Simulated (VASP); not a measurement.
VASP input:

**INCAR**
```
! general
SYSTEM   = PbI2
PREC     = Accurate
ENCUT    = 520
LREAL    = .FALSE.
LASPH    = .TRUE.

! electronic loop
EDIFF    = 1E-7
NELM     = 100
ALGO     = Normal
LMAXMIX  = 4

! smearing
ISMEAR   = -5

! functional
GGA      = CX
LUSE_VDW = .TRUE.
AGGAC    = 0.0

! ions
ISIF     = 2

! output
LWAVE    = .FALSE.
LCHARG   = .TRUE.
LORBIT   = 11
NEDOS    = 601

! other
LEFG     = .TRUE.
```

### KPOINTS
```
kpoints
0
Gamma
  6 6 4
```

File POSCAR:
```
PbI2
7.0254630
  0.3225982801  -0.5587566337   0.0000000000
  0.3225982801   0.5587566337   0.0000000000
  0.0000000000   0.0000000000   0.9999999987
Pb I
1 2
direct
  0.0000000000   0.0000000000   0.0000000000
  0.3333330000   0.6666670000   0.2690271980
  0.6666670000   0.3333330000   0.7309728020
```

POTCAR, in this order: Pb_d I (PBE.64 set). Program: vasp_std.

Q: Translate this vdW-DF-cx calculation to Quantum ESPRESSO's pw.x.

A: One equivalent input (not run):
```
&CONTROL
  calculation = 'scf'
  pseudo_dir = './pseudo'
  outdir = './out'
  tprnfor = .true.
  tstress = .true.
/
&SYSTEM
  ibrav = 0
  nat = 3
  ntyp = 2
  ecutwfc = 70
  occupations = 'tetrahedra'
  input_dft = 'vdw-df-cx'
/
&ELECTRONS
  conv_thr = 7.3e-09
  electron_maxstep = 100
/
ATOMIC_SPECIES
  Pb 207.200 Pb.upf
  I 126.904 I.upf
CELL_PARAMETERS angstrom
     2.2664023   -3.9255241    0.0000000
     2.2664023    3.9255241   -0.0000000
     0.0000000    0.0000000    7.0254630
ATOMIC_POSITIONS crystal
  Pb   0.0000000  0.0000000  0.0000000
  I    0.3333330  0.6666670  0.2690272
  I    0.6666670  0.3333330  0.7309728
K_POINTS automatic
  6 6 4 0 0 0
```
Limits of the translation: the potentials are each code's own (VASP's PAW set, PseudoDojo norm-conserving files in pw.x), so ENCUT and ecutwfc are chosen apart and not converted; conv_thr bounds pw.x's estimated SCF error, while EDIFF bounds the energy change between steps; the field gradients of LEFG aren't asked of the other code.

The compound is PbI2 in the 1T layered structure. It was relaxed first.
